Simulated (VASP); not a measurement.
Computed with PBEsol GGA, VASP's PBE PAW potentials (set 64) (plane waves; VASP).

A VASP calculation is set up with these files.

File POSCAR:
```
C
1.0
  2.4600000000   0.0000000000   0.0000000000
 -1.2300000000   2.1304220000   0.0000000000
  0.0000000000   0.0000000000   6.7100000000
C
4
Direct
  0.0000000000   0.0000000000   0.7500000000
  0.0000000000   0.0000000000   0.2500000000
  0.6666670000   0.3333330000   0.7500000000
  0.3333330000   0.6666670000   0.2500000000
```

### INCAR
```
ALGO=Normal
EDIFF=1E-6
EDIFFG=-0.01
ENCUT=580
GGA=PS
IBRION=2
ISIF=3
ISMEAR=1
LASPH=.TRUE.
LCHARG=.FALSE.
LREAL=.FALSE.
LWAVE=.FALSE.
NELM=100
NSW=60
PREC=Accurate
SIGMA=0.1
SYSTEM=C
```

KPOINTS:
```
Automatic mesh
0
Gamma
15 15 5
0 0 0
```

POTCAR, in this order: C (PBE.64 set). Program: vasp_std.

Output of the run:

### OUTCAR
```
 ion  position               nearest neighbor table
   1  0.000  0.000  0.750-   3 1.42   3 1.42   3 1.42
   2  0.000  0.000  0.250-   4 1.42   4 1.42   4 1.42
   3  0.667  0.333  0.750-   1 1.42   1 1.42   1 1.42
   4  0.333  0.667  0.250-   2 1.42   2 1.42   2 1.42
  LATTYP: Found a hexagonal cell.
 ALAT       =     2.4600000000
 C/A-ratio  =     2.7276422764
 Subroutine PRICEL returns:
 Original cell was already a primitive cell.
 Subroutine GETGRP returns: Found 24 space group operations
The static configuration has the point symmetry D_3d.
 The point group associated with its full space group is D_6h.
The dynamic configuration has the point symmetry D_3d.
 Subroutine INISYM returns: Found 24 space group operations
 Subroutine IBZKPT returns following result:
 Found     81 irreducible k-points:

 Following reciprocal coordinates:
            Coordinates               Weight
  0.000000  0.000000  0.000000      1.000000
  0.066667  0.000000  0.000000      6.000000
  0.133333 -0.000000  0.000000      6.000000
  0.200000  0.000000  0.000000      6.000000
  0.266667 -0.000000  0.000000      6.000000
...
```

**OSZICAR**
```
       N       E                     dE             d eps       ncg     rms          rms(c)
DAV:   1     0.492299300271E+02    0.49230E+02   -0.88229E+03  1952   0.134E+03
DAV:   2    -0.370608164014E+02   -0.86291E+02   -0.78984E+02  2688   0.239E+02
DAV:   3    -0.408938678282E+02   -0.38331E+01   -0.38049E+01  2472   0.509E+01
DAV:   4    -0.409404632828E+02   -0.46595E-01   -0.46547E-01  2368   0.658E+00
DAV:   5    -0.409415170276E+02   -0.10537E-02   -0.10535E-02  2428   0.947E-01    0.903E+00
DAV:   6    -0.391400985218E+02    0.18014E+01   -0.17718E+00  2268   0.924E+00    0.523E+00
DAV:   7    -0.385689104567E+02    0.57119E+00   -0.19221E+00  2296   0.975E+00    0.130E+00
DAV:   8    -0.385730585714E+02   -0.41481E-02   -0.60379E-02  2204   0.170E+00    0.108E-01
DAV:   9    -0.385729098403E+02    0.14873E-03   -0.11866E-03  2464   0.288E-01    0.599E-02
DAV:  10    -0.385730433570E+02   -0.13352E-03   -0.18737E-04  2404   0.114E-01    0.354E-02
DAV:  11    -0.385730411200E+02    0.22370E-05   -0.26947E-06  2172   0.149E-02    0.445E-03
DAV:  12    -0.385730412932E+02   -0.17320E-06   -0.61542E-07  1696   0.672E-03
   1 F= -.38573041E+02 E0= -.38572888E+02  d E =-.385730E+02
       N       E                     dE             d eps       ncg     rms          rms(c)
DAV:   1    -0.385750276624E+02   -0.19865E-02   -0.46138E-02  1980   0.177E+00    0.142E-01
DAV:   2    -0.385740993423E+02    0.92832E-03   -0.12089E-03  2184   0.271E-01    0.762E-02
DAV:   3    -0.385737247372E+02    0.37461E-03   -0.12139E-03  2316   0.241E-01    0.201E-02
DAV:   4    -0.385737256182E+02   -0.88100E-06   -0.22785E-05  2332   0.384E-02    0.181E-02
DAV:   5    -0.385737238470E+02    0.17712E-05   -0.38306E-06  2256   0.178E-02    0.383E-03
DAV:   6    -0.385737237420E+02    0.10506E-06   -0.22649E-06  2184   0.118E-02
   2 F= -.38573724E+02 E0= -.38573571E+02  d E =-.682449E-03
       N       E                     dE             d eps       ncg     rms          rms(c)
DAV:   1    -0.385871815723E+02   -0.13458E-01   -0.41044E-01  1964   0.526E+00    0.425E-01
DAV:   2    -0.385788580105E+02    0.83236E-02   -0.10798E-02  2068   0.810E-01    0.228E-01
DAV:   3    -0.385754811650E+02    0.33768E-02   -0.11016E-02  2264   0.724E-01    0.607E-02
DAV:   4    -0.385754910994E+02   -0.99344E-05   -0.20794E-04  2292   0.116E-01    0.564E-02
DAV:   5    -0.385754755002E+02    0.15599E-04   -0.27342E-05  2324   0.480E-02    0.164E-02
DAV:   6    -0.385754750808E+02    0.41939E-06   -0.38384E-05  2252   0.478E-02    0.181E-02
DAV:   7    -0.385754728417E+02    0.22392E-05   -0.17990E-06  1688   0.114E-02    0.509E-03
DAV:   8    -0.385754720707E+02    0.77099E-06   -0.25280E-06  2008   0.124E-02
   3 F= -.38575472E+02 E0= -.38575320E+02  d E =-.243078E-02
       N       E                     dE             d eps       ncg     rms          rms(c)
DAV:   1    -0.386239217880E+02   -0.48449E-01   -0.16046E+00  1968   0.103E+01    0.834E-01
DAV:   2    -0.385912573511E+02    0.32664E-01   -0.42110E-02  2028   0.160E+00    0.450E-01
DAV:   3    -0.385778479578E+02    0.13409E-01   -0.44265E-02  2248   0.145E+00    0.123E-01
DAV:   4    -0.385778966961E+02   -0.48738E-04   -0.85827E-04  2232   0.233E-01    0.117E-01
DAV:   5    -0.385778469378E+02    0.49758E-04   -0.65126E-05  2340   0.756E-02    0.516E-02
DAV:   6    -0.385778369668E+02    0.99709E-05   -0.32594E-04  2216   0.140E-01    0.528E-02
DAV:   7    -0.385778276113E+02    0.93556E-05   -0.10566E-05  2376   0.277E-02    0.218E-02
DAV:   8    -0.385778218962E+02    0.57151E-05   -0.19397E-05  2240   0.342E-02    0.176E-02
DAV:   9    -0.385778226301E+02   -0.73387E-06   -0.46062E-07  1348   0.645E-03
   4 F= -.38577823E+02 E0= -.38577675E+02  d E =-.478134E-02
       N       E                     dE             d eps       ncg     rms          rms(c)
DAV:   1    -0.387578705954E+02   -0.18005E+00   -0.61098E+00  1984   0.201E+01    0.162E+00
DAV:   2    -0.386322884963E+02    0.12558E+00   -0.16242E-01  2004   0.315E+00    0.882E-01
DAV:   3    -0.385791718883E+02    0.53117E-01   -0.17967E-01  2228   0.290E+00    0.255E-01
DAV:   4    -0.385794210488E+02   -0.24916E-03   -0.38041E-03  2192   0.475E-01    0.249E-01
DAV:   5    -0.385793342597E+02    0.86789E-04   -0.11031E-04  2352   0.962E-02    0.171E-01
DAV:   6    -0.385792187252E+02    0.11553E-03   -0.26323E-03  2120   0.405E-01    0.161E-01
DAV:   7    -0.385791974175E+02    0.21308E-04   -0.59734E-05  2412   0.690E-02    0.103E-01
DAV:   8    -0.385791300180E+02    0.67399E-04   -0.20909E-04  2156   0.116E-01    0.466E-02
DAV:   9    -0.385791331238E+02   -0.31058E-05   -0.46765E-06  2324   0.190E-02    0.360E-02
DAV:  10    -0.385791332365E+02   -0.11267E-06   -0.34600E-06  2120   0.155E-02
   5 F= -.38579133E+02 E0= -.38578994E+02  d E =-.609194E-02
       N       E                     dE             d eps       ncg     rms          rms(c)
DAV:   1    -0.385815994930E+02   -0.24664E-02   -0.82041E-02  2048   0.248E+00    0.220E-01
DAV:   2    -0.385798367010E+02    0.17628E-02   -0.25314E-03  2076   0.387E-01    0.115E-01
DAV:   3    -0.385791871515E+02    0.64955E-03   -0.20694E-03  2132   0.315E-01    0.234E-02
DAV:   4    -0.385791892535E+02   -0.21020E-05   -0.37940E-05  2336   0.490E-02    0.174E-02
DAV:   5    -0.385791886169E+02    0.63665E-06   -0.50155E-06  2204   0.212E-02
   6 F= -.38579189E+02 E0= -.38579050E+02  d E =-.553804E-04
       N       E                     dE             d eps       ncg     rms          rms(c)
DAV:   1    -0.385799111402E+02   -0.72189E-03   -0.17652E-02  2048   0.115E+00    0.103E-01
DAV:   2    -0.385795313884E+02    0.37975E-03   -0.55112E-04  2068   0.180E-01    0.538E-02
DAV:   3    -0.385793937480E+02    0.13764E-03   -0.44163E-04  2164   0.146E-01    0.108E-02
DAV:   4    -0.385793944077E+02   -0.65964E-06   -0.80811E-06  2348   0.227E-02
   7 F= -.38579394E+02 E0= -.38579256E+02  d E =-.261171E-03
```

**OUTCAR**
```
------------------------ aborting loop because EDIFF is reached ----------------------------------------
  FORCE on cell =-STRESS in cart. coord.  units (eV):
  Direction    XX          YY          ZZ          XY          YZ          ZX
  --------------------------------------------------------------------------------------
  Total        0.0128871      0.0128871     -0.0112412      0.0000000      0.0000000      0.0000000
  in kB        0.5501590      0.5501588     -0.4798921      0.0000000      0.0000000      0.0000000
  external PRESSURE =       0.2068086 kB  Pullay stress =       0.0000000 kB
  volume of cell :       37.53
      direct lattice vectors                 reciprocal lattice vectors
     2.460305431 -0.000000000 -0.000000000     0.406453600  0.234666150  0.000000000
    -1.230152716  2.130686511 -0.000000000     0.000000000  0.469332300  0.000000000
     0.000000000 -0.000000000  7.159298831     0.000000000  0.000000000  0.139678483
 POSITION                                       TOTAL-FORCE (eV/Angst)
 -----------------------------------------------------------------------------------
     -0.00000     -0.00000      5.36947         0.000000      0.000000     -0.000000
      0.00000     -0.00000      1.78982         0.000000     -0.000000      0.000000
      1.23015      0.71023      5.36947         0.000000     -0.000000      0.000000
     -0.00000      1.42046      1.78982        -0.000000     -0.000000     -0.000000
 -----------------------------------------------------------------------------------
    total drift:                                0.000000      0.000000      0.000000
  FREE ENERGIE OF THE ION-ELECTRON SYSTEM (eV)
  ---------------------------------------------------
  free  energy   TOTEN  =       -38.5793944077 eV

  energy  without entropy=      -38.5789785820  energy(sigma->0) =      -38.57925580

 reached required accuracy - stopping structural energy minimisation
```
(Selected blocks of OUTCAR.)

**CONTCAR**
```
C
   1.00000000000000
     2.4603054311731634   -0.0000000000000000   -0.0000000000000000
    -1.2301527155865817    2.1306865109738409   -0.0000000000000000
     0.0000000000000000   -0.0000000000000000    7.1592988305618226
  C
     4
Direct
     0.0000000000000000    0.0000000000000000    0.7500000000000000
     0.0000000000000000    0.0000000000000000    0.2500000000000000
     0.6666669999999968    0.3333330000000032    0.7500000000000000
     0.3333330000000032    0.6666669999999968    0.2500000000000000
```

Energy and stress use the plane-wave basis of the starting cell. Without a dispersion term in the relaxation, distances and binding between the weakly bound layers, chains or molecules are unreliable, and so is what depends on them.

The compound is C in the graphite structure. This run relaxes it. Symmetry was kept, so distortions that lower it aren't found.
